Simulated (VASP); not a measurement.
A convergence study with VASP on CaSe (rock salt): one setting is varied, all else stays as given below, so the limit is that of these other settings. Each run relaxes cell and ions from the cell shown.

```
CaSe
1.0
    0.00000     2.96000     2.96000
    2.96000     0.00000     2.96000
    2.96000     2.96000     0.00000
Ca Se
1 1
Direct
  0.00000   0.00000   0.00000
  0.50000   0.50000   0.50000
```

These are PBE GGA, VASP's PBE PAW potentials (set 64) (plane waves; VASP) values and carry that method's errors. The tightest run used: 550 eV cut-off, 12×12×12 Γ-centred mesh, Gaussian smearing of 0.050 eV, potentials Ca_sv Se.

Gaps are read on the run's mesh, which can miss a band edge.

```csv
setting,relaxed volume (Å³/atom),E (eV/atom),gap on the mesh (eV),irreducible k-points
2×2×2 mesh,28.149,-4.4183,2.023,3
3×3×3 mesh,26.799,-4.7012,2.380,4
4×4×4 mesh,26.590,-4.7353,2.078,8
```

### Question
These are the cheaper rows. Estimate the results at 12×12×12 mesh, and how far the last row shown lies from them.

### Answer

| quantity | tightest run | last row shown is off by |
|---|---|---|
| relaxed volume (Å³/atom) | 26.529 | 0.061 |
| E (eV/atom) | -4.7430 | 0.0077 |
| gap on the mesh (eV) | 2.082 | -0.004 |

Left out are rungs that failed or repeat a setting and relaxations that didn't move; long series are thinned to 24 rows.

The compound is CaSe in the rock salt structure.
